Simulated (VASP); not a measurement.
The system is NbP.

```
CELL_PARAMETERS angstrom
-1.67492 1.67492 5.74011
1.67492 -1.67492 5.74011
1.67492 1.67492 -5.74011
ATOMIC_POSITIONS crystal
Nb 0.74988 0.74988 0.00000
Nb 0.49988 0.99988 0.50000
P 0.33275 0.33275 0.00000
P 0.08275 0.58275 0.50000
```

The cell is a database's computed one.

Base run:

| Item | Value |
| --- | --- |
| Program | VASP 6.6.1 |
| Functional | PBE |
| Potentials or basis | VASP PAW PBE potentials, release 64 (Nb_sv, P) |
| Cutoff | 350 eV |
| k mesh | 12 × 12 × 12 |
| Occupations | gaussian, width 0.1 eV |
| Spin | no spin polarisation |

Its results: band gap on the k mesh none (metal or under the smearing width); pressure -1.7 GPa; largest force 0.015 eV/Å.

Question: The run is repeated on the same cell with these changes: cutoff from 350 eV to 520 eV; k mesh from 12 × 12 × 12 to 6 × 6 × 6. What comes out?

Answer: Band gap on the k mesh 0.06 eV, direct; pressure -1.3 GPa; largest force 0.016 eV/Å.

Caveats: some runs use coarse meshes; the cutoff is under 1.25 times the usual one of these potentials, so pressure, stress and relaxed cells hold a basis-set (Pulay) error (some runs).

A k mesh can miss the band edges.

Not every run made on this cell is shown here.
